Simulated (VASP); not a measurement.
Here is a VASP 6.6.1 calculation.

Contents of INCAR:

```
SYSTEM = Sn2C
PREC     = Normal         ! precision mode
ENCUT    = 520            ! plane-wave cutoff, eV
EDIFF    = 1E-4           ! SCF threshold, eV
ISMEAR   = 0              ! smearing method
SIGMA    = 0.15           ! smearing width, eV
LREAL    = .FALSE.        ! projectors in reciprocal space
LASPH    = .TRUE.         ! aspherical terms in the spheres
NELM     = 60             ! most SCF steps
ALGO     = Fast           ! electronic algorithm
ISIF     = 3              ! what is computed and relaxed
LWAVE    = .FALSE.        ! write WAVECAR
LCHARG   = .FALSE.        ! write CHGCAR
GGA      = PE             ! functional
IBRION   = 2              ! ionic algorithm
NSW      = 24             ! ionic steps
EDIFFG   = -0.08          ! ionic threshold
```

KPOINTS

```
Automatic mesh
0
G
  7 7 7
  0 0 0
```

POSCAR

```
Sn2C
1.0
    1.7000000000      0.9814954600      6.5333333300
   -1.7000000000      0.9814954600      6.5333333300
    0.0000000000     -1.9629909200      6.5333333300
Sn C
2 1
Direct
    0.7380000000      0.7380000000      0.7380000000
    0.2620000000      0.2620000000      0.2620000000
    0.0000000000      0.0000000000      0.0000000000
```

Potentials or basis: VASP PAW PBE potentials, release 64 (Sn_d, C).

The run is started by

```bash
$ cat potpaw_PBE.64/Sn_d/POTCAR potpaw_PBE.64/C/POTCAR > POTCAR
$ mpirun -np 1 vasp_std > vasp.out
```

Q: Predict the relaxed cell.

A: a = 6.175 Å, b = 6.175 Å, c = 6.175 Å, α = 32.52°, β = 32.52°, γ = 32.52°.

Q: What does it give for the space group after relaxing (to 0.05 Å)?

A: R-3m (No. 166).

Stress tensor (GPa, compression positive):
```
-0.34  0.00  0.00
 0.00 -0.34  0.00
 0.00  0.00  0.60
```
